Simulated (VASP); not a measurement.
Here is the system:

```
CELL_PARAMETERS angstrom
      3.86779     0.00000     0.00000
      0.00000     3.86779     0.00000
      0.00000     0.00000     5.05264
ATOMIC_POSITIONS crystal
  Sn 0.50000 0.00000 0.76982
  Sn 0.00000 0.50000 0.23018
  O  0.50000 0.50000 0.00000
  O  0.00000 0.00000 0.00000
```

All values below come from PBE GGA, VASP's PBE PAW potentials (set 64) (plane waves; VASP). Run with 520 eV cut-off, 4×4×4 Γ-centred mesh, Gaussian smearing of 0.050 eV, potentials Sn_d O.

Without a dispersion term in the relaxation, distances and binding between the weakly bound layers, chains or molecules are unreliable, and so is what depends on them. Unless said otherwise, spin-orbit coupling is left out, though it shifts the bands of the heavy elements here.

Question: What does the run give for the energy per atom (σ→0), band gap (on the k-mesh) with the smallest direct gap where there is one?

Answer: 
```json
{
  "band gap (on the k-mesh)": "0.46 eV",
  "smallest direct gap (on the k-mesh)": "1.92 eV",
  "energy per atom (σ→0)": "-5.680 eV/atom"
}
```

Total energies compare only between runs with the same potentials, cut-off and functional.

The compound is SnO in the litharge structure. It was relaxed first, which changed the volume by +8 %.
